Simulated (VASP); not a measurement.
## SnO2: transverse stress against strain

SnO2 (rutile, P4_2/mnm, 11.912 Å³/atom and stress up to 0.17 GPa in the relaxed cell, c along z) under an equal strain ε along x and y, with z held. LDA in VASP (plane waves, PAW), 600 eV, 8×8×10 Γ-centred mesh, Gaussian smearing 0.05 eV; ions are relaxed, or left where forces stay under 0.02 eV/Å, within the symmetry of each cell. Stress is positive for a compressed cell.

Here s stands for strain and y for stress zz.

```csv
strain (%),stress zz (GPa)
-3.00,?
-1.50,4.97
-1.00,3.17
-0.50,1.48
0.00,-0.14
0.50,-1.61
1.00,-3.02
1.50,-4.34
```

Taking a straight line for y over the 7 complete rows: Means: s 0, y 0.073. About the means, the sum of products is -21.700 and the sum of squares of s is 7.0000; the slope is their ratio. Least squares gives y = 0.073 - 3.1000·s. Residuals (row less fit): 0.247, -0.003, -0.143, -0.213, -0.133, 0.007, 0.237; standard error 0.200 (degrees of freedom: 5). The slope gives the elastic constant 2C13 = 310 ± 8 GPa (± standard error of the fit, which holds the terms cut off).

### Question
What does the fit predict for y at s = -3.00, and how far is the calculated value from it?

### Answer
y = 0.073 - 3.1000 × (-3.0) = 9.373 GPa. The calculation gives 11.08 GPa, 1.707 GPa above the prediction (11.1 % of the range of y in the table). The row lies outside the fitted rows, so this is an extrapolation. From the scatter of the fitted rows alone, a prediction at this place has a standard error of 0.312 GPa, so the miss is 5.5 times that.

A polynomial of degree 2 through the 12 other runs of the series gives 10.97 there, so most of the miss is curvature that the fit leaves out. Rows are the converged runs of the series near zero and its far end; series whose fitted rows scatter by over a few per cent of the range, as at a crossing or softening among them, aren't shown in this form, nor equations of state whose B0' disagrees with the runs' pressures. Most that stay on the fit to the last digits aren't either.
